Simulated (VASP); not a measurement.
Given:

```
CELL_PARAMETERS angstrom
      0.00000     2.78580     2.78580
      2.78580     0.00000     2.78580
      2.78580     2.78580     0.00000
ATOMIC_POSITIONS crystal
  Pb 0.00000 0.00000 0.00000
  O  0.25000 0.25000 0.25000
```

Calculation: PBEsol GGA, VASP's PBE PAW potentials (set 64) (plane waves; VASP 6.6.1). Run with 620 eV cut-off, 8×8×8 Γ-centred mesh, Gaussian smearing of 0.050 eV, potentials Pb_d O.

Unless said otherwise, spin-orbit coupling is left out, though it shifts the bands of the heavy elements here.

Q: Predict the energy per atom (σ→0), band gap (on the k-mesh) with the smallest direct gap where there is one.

A: 
```yaml
band gap (on the k-mesh): 0.31 eV
smallest direct gap (on the k-mesh): 0.50 eV
energy per atom (σ→0): -5.481 eV/atom
```

The absolute energy has meaning only against runs of the same code, potentials and settings.

The structure was generated: PbO was put into the zinc blende type (F-43m), which need not be its known phase. It was relaxed first, which changed the volume by +47 %.
